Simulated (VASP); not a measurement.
# AlRh, energy along a vibration (SMASS = -2): which settings are enough?

AlRh, atoms displaced along the mode, 2 atoms in the cell. PBEsol, energy along a line of displacements; PAW potentials Rh_pv, Al (PBE set). VASP 6.6.1.

Wanted: harmonic frequency within 1 %.

Mode: optical mode at Gamma along x.

POSCAR of the starting run:
```
AlRh
1.0
    2.9773224700      0.0000000000      0.0000000000
    0.0000000000      2.9773224700      0.0000000000
    0.0000000000      0.0000000000      2.9773224700
Rh Al
1 1
Direct
    0.4944183191      0.5000000000      0.5000000000
    0.0212880992      0.0000000000      0.0000000000

    0.0041546160   0.0000000000   0.0000000000
   -0.0158453840   0.0000000000   0.0000000000
```

The series start from k mesh: 7 × 7 × 7; Cutoff (eV): 320; Step along the mode (Å): 0.02; Electronic threshold (eV): 1e-7; Smearing width (eV): 0.15; Precision and projection: Accurate, reciprocal space. Each series keeps the choices made before it, and each single choice may use up half of a tolerance.

## k mesh

| k mesh | Harmonic frequency (THz) | Time (s) |
|---|---|---|
| 3 × 3 × 3 | 8.251 | 10 |
| 4 × 4 × 4 | 8.624 | 14 |
| 5 × 5 × 5 | 8.618 | 20 |
| 7 × 7 × 7 | 8.598 | 36 |
| 8 × 8 × 8 | 8.628 | 51 |
| 10 × 10 × 10 | 8.638 | 111 |
| 13 × 13 × 13 (reference) | 8.644 | 206 |

Chosen: 8 × 8 × 8, the loosest value from which every tighter one stays within half of the tolerance.

## Cutoff (eV)

| Cutoff (eV) | Harmonic frequency (THz) | Time (s) |
|---|---|---|
| 180 | 8.095 | 22 |
| 210 | 8.28 | 26 |
| 250 | 8.612 | 31 |
| 290 | 8.618 | 56 |
| 320 | 8.628 | 51 |
| 370 (reference) | 8.611 | 73 |

Chosen: 250.

## Electronic threshold (eV)

| Electronic threshold (eV) | Harmonic frequency (THz) | Time (s) |
|---|---|---|
| 0.001 | 8.619 | 24 |
| 0.0001 | 8.619 | 30 |
| 1e-5 | 8.619 | 29 |
| 1e-6 | 8.619 | 31 |
| 1e-7 | 8.619 | 38 |
| 1e-8 (reference) | 8.619 | 42 |

Chosen: 0.001.

## Smearing width (eV)

| Smearing width (eV) | Harmonic frequency (THz) | Time (s) |
|---|---|---|
| 0.4 | 8.617 | 24 |
| 0.3 | 8.619 | 24 |
| 0.2 | 8.621 | 23 |
| 0.15 | 8.619 | 24 |
| 0.1 (reference) | 8.614 | 23 |

Chosen: 0.4.

## Precision and projection

| Precision and projection | Harmonic frequency (THz) | Time (s) |
|---|---|---|
| Accurate, reciprocal space | 8.617 | 24 |
| Normal, reciprocal space | 8.615 | 18 |
| Normal, Auto | 8.623 | 24 |

Chosen: Normal, reciprocal space; it saves 6.7 s of 24, so Accurate, reciprocal space would do nearly as well.

Also changed on the way, by series that aren't shown: Step along the mode (Å): 0.08.

## All choices together

| Input | Harmonic frequency (THz) | Time (s) |
|---|---|---|
| defaults on a coarse mesh (naive) | 8.585 | 3.0 |
| chosen settings | 8.615 | 18 |
| reference settings throughout | 8.617 | 235 |

The tolerance is met.

## The input

INCAR:
```
GGA = PS
PREC = Normal
ENCUT = 250
EDIFF = 0.001
ALGO = Normal
LREAL = False
LASPH = True
ISMEAR = 1
SIGMA = 0.4
ISYM = 0
LWAVE = False
LCHARG = False
IBRION = 0
SMASS = -2
POTIM = 1
NSW = 9
NELMIN = 4
KPAR = 2
```

KPOINTS:
```
Automatic mesh
0
Gamma
  8 8 8
  0 0 0
```

POSCAR:
```
AlRh
1.0
    2.9773224700      0.0000000000      0.0000000000
    0.0000000000      2.9773224700      0.0000000000
    0.0000000000      0.0000000000      2.9773224700
Rh Al
1 1
Direct
    0.4776732763      0.5000000000      0.5000000000
    0.0851523966      0.0000000000      0.0000000000

    0.0166184641   0.0000000000   0.0000000000
   -0.0633815359   0.0000000000   0.0000000000
```

Commands:
```
cat potpaw_PBE.64/Rh_pv/POTCAR potpaw_PBE.64/Al/POTCAR > POTCAR
mpirun -np 2 vasp_std > vasp.out
```

The naive input happens to agree within the tolerance here, in 3.0 s.

Limits: NELMIN = 4 forces that many electronic steps, so a loose EDIFF looks better here than it is.

The chosen input took VASP 6.6.1 18 s on 2 cores (Intel Xeon Platinum 8259CL @ 2.50GHz (Skylake/Cascade Lake)), a shared host.

## An input that fails: SMASS left out, so the atoms move under their forces

It runs to its end, but against the unchanged starting input it is off by 3 % in the harmonic frequency.

Changes against the starting input:
```
- SMASS = -2
```
